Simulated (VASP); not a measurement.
KI (rock salt), at 0.96 of the tabulated volume:

```
CELL_PARAMETERS angstrom
      0.00000     3.48722     3.48722
      3.48722     0.00000     3.48722
      3.48722     3.48722     0.00000
ATOMIC_POSITIONS crystal
  K  0.00000 0.00000 0.00000
  I  0.50000 0.50000 0.50000
```

The lowest empty band near Γ, direction [100], from PBE with spin-orbit coupling in VASP (PAW); its two spin partners are averaged. The gap over the points computed is 3.74 eV, and the next band on that side lies 2.42 eV away at the edge.

Run with 400 eV cut-off, 7×7×7 Γ-centred mesh, Gaussian smearing of 0.050 eV, potentials K_sv I.

| distance from the edge in k (1/Å) | distance in energy (meV) |
|---|---|
| 0.018 | 3.9 |
| 0.025 | 7.5 |
| 0.035 | 14.5 |
| 0.050 | 29.5 |
| 0.070 | 57.2 |

Problem. Fit E(1 + αE) = ħ²k²/2m* (ħ²/2m0 = 3.810 eV Å²) and predict the row at 0.095 1/Å.

Solution. Least squares on the energies gives the electron mass m* = 0.319 m0 and α = 0.40 per eV, and so 103.5 meV. The run gave 103.5 meV, +0.0 meV from the fit.

Left out are points under 3 meV from the edge, since the levels carry 0.1 meV, and points farther than half the way to the next band.

The compound is KI in the rock salt structure. The cell was not relaxed at this level.
